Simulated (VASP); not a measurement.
# VOF₃: harmonic vibrations of a molecule

VOF₃, molecule in box, 5 atoms in the cell. PBE, harmonic vibrations; PAW potentials O, V_sv, F (PBE set).

## Input

INCAR.step1:
```
SYSTEM = VOF3
PREC     = Accurate       ! precision mode
ENCUT    = 400            ! plane-wave cutoff, eV
EDIFF    = 1E-8           ! SCF threshold, eV
ISMEAR   = 0              ! smearing method
SIGMA    = 0.01           ! smearing width, eV
ISYM     = 0            
LREAL    = .FALSE.        ! projectors in reciprocal space
LASPH    = .TRUE.         ! aspherical terms in the spheres
NELM     = 100            ! most SCF steps
ALGO     = Normal         ! electronic algorithm
LWAVE    = .FALSE.        ! write WAVECAR
LCHARG   = .FALSE.        ! write CHGCAR
IBRION   = 2              ! ionic algorithm
NSW      = 60             ! ionic steps
ISIF     = 2              ! what is computed and relaxed
EDIFFG   = -0.002         ! ionic threshold
POTIM    = 0.5            ! step
```

INCAR.step2, as INCAR.step1 but for:
```
- IBRION = 2
- NSW = 60
- ISIF = 2
- EDIFFG = -0.002
- POTIM = 0.5
+ IBRION = 5
+ NFREE = 2
+ POTIM = 0.015
+ NSW = 1
```

KPOINTS:
```
k-points
0
Gamma
  1 1 1
```

POSCAR.step1:
```
VOF3
1.0
   12.0000000000      0.0000000000      0.0000000000
    0.0000000000     12.0000000000      0.0000000000
    0.0000000000      0.0000000000     12.0000000000
O V F
1 1 3
Direct
    0.5562291700      0.4269416700      0.6053583300
    0.5096875000      0.4979666700      0.5090416700
    0.3927125000      0.5654500000      0.5550416700
    0.4777208300      0.4113250000      0.4003083300
    0.6094541700      0.5921750000      0.4700083300
```

Commands (each step's output is kept before the next begins):
```
cat potpaw_PBE.64/O/POTCAR potpaw_PBE.64/V_sv/POTCAR potpaw_PBE.64/F/POTCAR > POTCAR
cp INCAR.step1 INCAR
cp POSCAR.step1 POSCAR
mpirun -np 4 vasp_gam > vasp.out
cp CONTCAR POSCAR
cp INCAR.step2 INCAR
mpirun -np 4 vasp_gam > vasp.out
```

## Result

- Vibrations (cm⁻¹; a negative value is imaginary): 1098, 789, 788, 701, 299, 299, 248, 196, 195
- Zero-point energy (eV): 0.286
- Translations and rotations, which should read zero (cm⁻¹): -23, -16, -10, 1, 3, 16
- Vibrational entropy at 298 K (meV/K): 0.422
- Displaced cells: 30
- Ionic steps, all stages: 44
- Electronic steps, all stages: 903

VASP 6.6.1 took 937 s on 4 cores (AMD EPYC 7R43 (Zen 3)), a shared host.
